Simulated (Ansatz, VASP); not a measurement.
# In2Se in two plane-wave programs, part 2 of 2

Wanted: the spread between two codes on one cell, functional and k mesh. The cell is generated by rule, not measured, and may not be a known phase. The cell is taken from a series of runs on this material, whose earlier steps may have relaxed, scaled, displaced or heated it; both programs get it as it stands.

VASP 6.6.1 and Ansatz 0.2.0.

So far: Starting point; VASP: relaxation of cell and atoms, PBEsol; Ansatz: relaxation of cell and atoms, PBEsol; Differences.

**5. Ansatz: zone-centre phonons, PBEsol**

Level of this step: Ansatz beside VASP: Kohn-Sham DFT, plane waves, PBEsol (Ansatz).

Second derivatives magnify differences that forces hide, and they need a tight electronic threshold.

The cell is taken from a series of runs on this material, whose earlier steps may have relaxed, scaled, displaced or heated it; both programs get it as it stands.

input.yaml reads:

```yaml
crystal:
  lattice:
    - [0.0, 3.5870045965, 3.5870045965]
    - [3.5870045965, 0.0, 3.5870045965]
    - [3.5870045965, 3.5870045965, 0.0]
  atoms:
    - { symbol: Se, position: [0.0, 0.0, 0.0] }
    - { symbol: In, position: [0.25, 0.25, 0.25] }
    - { symbol: In, position: [0.75, 0.75, 0.75] }
kpoints:
  mp_grid: { grid: [12, 12, 12] }
hamiltonian:
  xc: pbesol
  pseudopotentials: { kind: nc }
scf:
  occupations: { method: methfessel_paxton, width: 0.2 }
output:
  eigenvalues: true
phonons:
  method: dfpt
```

Run with:

```console
$ ansatz run input.yaml --threads 4 --pin off --max-ram 7168MiB --backend cpu --events-out ev --progress --plain --runs-dir out
```

Numbers of over 12 decimals in the logs are rounded to 6 here.

Output:

```text
zone centre: on kpoints.mp_grid the ground state, and the responses unless they are solved on pairs of k-points, stand on 163 of the mesh's 1728 k-points, reduced under 8 symmetry operations, with k and −k counted as one. Each operation leaves every solved displacement unchanged or reverses it
[...]
Crystal: 3 atoms, lattice volume = 92.305 Å³
[...]
k mesh reduced under 8 symmetry operations, with k and −k counted as one. Each operation leaves every solved displacement unchanged or reverses it
  ASR residual: 2.502e-4 → 0.000e0 eV/Å²; symmetrization residual: 2.441e-5 eV/Å²
  ASR residual per site (eV/Å²): 2.50e-4 1.28e-4 1.28e-4
  Γ frequencies (cm⁻¹): 0.00 0.00 0.00 76.80 76.80 76.80 97.24 97.24 97.24
  non-analytic LO–TO correction: not included (Born effective charges unavailable; polar crystals: no LO–TO splitting at Γ)
[key lines of the parts left out:]
SCF converged after 11 iterations
Free energy (F): -6903.832837 eV
Fermi energy:    8.027852 eV
```

**6. VASP: zone-centre phonons, PBEsol**

The same cell, functional, mesh and smearing now go to VASP, with its own data sets.

INCAR reads:

```
SYSTEM = In2Se
PREC = Accurate
ENCUT = 500
EDIFF = 1E-08
NELM = 120
ISMEAR = 1
SIGMA = 0.2
LREAL = .FALSE.
ALGO = Normal
GGA = PS
NBANDS = 22
LORBIT = 11
LWAVE = .FALSE.
LCHARG = .FALSE.
ISIF = 2
IBRION = 8
LASPH = .TRUE.
GGA_COMPAT = .FALSE.
KPAR = 2
```

POSCAR reads:

```
In2Se
1.0
    0.0000000000      3.5870045965      3.5870045965
    3.5870045965      0.0000000000      3.5870045965
    3.5870045965      3.5870045965      0.0000000000
Se In
1 2
Direct
    0.0000000000      0.0000000000      0.0000000000
    0.2500000000      0.2500000000      0.2500000000
    0.7500000000      0.7500000000      0.7500000000
```

KPOINTS reads:

```
Automatic mesh
0
Gamma
12 12 12
0 0 0
```

Potentials, in the order of the species: Se and In_d (PBE family, release 64).

Run with:

```console
$ mpirun -np 2 vasp_std
```

Output:

```text
[banner, memory and clock lines left out]
running    2 mpi-ranks, on    1 nodes
[...]
[... a notice as in an earlier step ...]

 LDA part: xc-table for (Slater+PW92), standard interpolation
 POSCAR, INCAR and KPOINTS ok, starting setup
[...]
entering main loop
       N       E                     dE             d eps       ncg     rms          rms(c)
DAV:   1     0.251237773150E+03    0.25124E+03   -0.15120E+04  3174   0.167E+03
DAV:   2     0.132627554462E+02   -0.23798E+03   -0.23051E+03  3210   0.387E+02
DAV:   3    -0.920527861954E+01   -0.22468E+02   -0.21223E+02  3964   0.129E+02
DAV:   4    -0.102036876266E+02   -0.99841E+00   -0.99452E+00  3558   0.289E+01
[...]
DAV:  15    -0.999332797135E+01    0.20402E-07   -0.18718E-08  2914   0.125E-03    0.616E-04
DAV:  16    -0.999332799044E+01   -0.19083E-07   -0.44242E-09  1896   0.543E-04    0.796E-05
DAV:  17    -0.999332799197E+01   -0.15325E-08   -0.88460E-10  1788   0.384E-04
   1 F= -.99933280E+01 E0= -.99938658E+01  d E =0.161331E-02
[...]
RMM:   9    -0.859988589108E-01    0.70623E-06    0.38488E-08 14054   0.205E-04    0.712E-05
RMM:  10    -0.859989060246E-01   -0.47114E-07   -0.10870E-07 14023   0.669E-05    0.186E-05
RMM:  11    -0.859989048310E-01    0.11935E-08    0.82100E-09 13963   0.255E-05    0.223E-05
 first order change of Fermi-energy   0.95402E-03
 force on displaced ion       1 direction 1 :  -2.040   0.000   0.000
 Linear response progress:
  Degree of freedom:   2/  2
       N       E                     dE             d eps       ncg     rms          rms(c)
RMM:   1    -0.236909851200E+00   -0.23691E+00   -0.17774E-01 16955   0.398E+00
RMM:   2    -0.239095842453E+00   -0.21860E-02   -0.91920E-03 19988   0.831E-01    0.564E-02
RMM:   3    -0.239083118195E+00    0.12724E-04   -0.11613E-03 22215   0.254E-01    0.222E-02
RMM:   4    -0.238977411431E+00    0.10571E-03   -0.78211E-05 22439   0.762E-02    0.148E-02
[...]
RMM:  11    -0.238947959947E+00    0.15443E-06    0.80332E-08 24045   0.154E-04    0.102E-05
RMM:  12    -0.238947986684E+00   -0.26738E-07    0.39715E-08 24837   0.781E-05    0.564E-06
RMM:  13    -0.238947981462E+00    0.52225E-08    0.28775E-08 23555   0.381E-05    0.249E-06
 first order change of Fermi-energy  -0.69294E-04
 force on displaced ion       2 direction 1 :  -1.713   0.000   0.000
 Linear response finished
```

From OUTCAR (step 6):

```text
  Total       -0.0065139     -0.0065139     -0.0065139      0.0000000      0.0000000      0.0000000
  in kB       -0.1130652     -0.1130652     -0.1130652      0.0000000      0.0000000      0.0000000
  external PRESSURE =      -0.1130652 kB  Pullay stress =       0.0000000 kB

 POSITION                                       TOTAL-FORCE (eV/Angst)
 -----------------------------------------------------------------------------------
      0.00000      0.00000      0.00000        -0.000000     -0.000000      0.000000
      1.79350      1.79350      1.79350         0.000000      0.000000      0.000000
      5.38051      5.38051      5.38051         0.000000      0.000000     -0.000000
 -----------------------------------------------------------------------------------
    total drift:                                0.000000     -0.000000      0.000000

[... 1 part as in an earlier step ...]

[... 1 further part left out ...]
```

**7. Comparison**

What differs besides the data sets and the points named for the pairs above, as far as they apply: the data sets hold 42 valence electrons in Ansatz (on norm-conserving files, of PseudoDojo where its log says so) and 32 in VASP. Total energies have different zeros and are not compared.

The two programs side by side:

| quantity | Ansatz | VASP | difference |
| --- | --- | --- | --- |
| optical mode 1 to 3 (cm⁻¹) | 76.8 | 75.8 | +1.35 % |
| optical mode 4 to 6 (cm⁻¹) | 97.2 | 96.9 | +0.30 % |

Modes are paired by rising frequency, not by their patterns, so a pair may set unlike modes beside each other; they are those without the splitting of longitudinal modes.

**8. Results**

```json
{
  "difference in volume (relaxation of cell and atoms, PBEsol)": "0.12 %",
  "r.m.s. difference of the optical zone-centre modes, each program's sorted by frequency (zone-centre phonons, PBEsol)": "0.76 cm⁻¹",
  "difference in optical mode 1 to 3 (zone-centre phonons, PBEsol)": "+1.4 %"
}
```

What this shows: The difference in volume is 0.12 % (relaxation of cell and atoms, PBEsol), within the 1.2 % picked in this series as the mark of a large difference, as far as the stopping tolerances let one tell. The data sets hold unlike numbers of valence electrons (42 in Ansatz and 32 in VASP), so part of the differences comes from the potentials. Among the rows given in per cent, the largest difference of the zone-centre phonons, PBEsol pair is in optical mode 1 to 3, +1.4 %. 1 further run of this series is not shown here. Such differences can come from data sets, numerical settings and the points named under the comparisons, not from the functional's error against experiment.

[Lines on the potential files, build, host, timing and source positions are cut from VASP's logs without a mark.]

[Logs are printed without paths, hosts, clocks, repeated set-up lines and the standing remarks that a program may print on its own settings, such as how far it seeks lower states.]

[Hosts, paths, dates, database ids (printed as entryN), source tags and the programs' standing remarks are cut or masked in the printed files.]
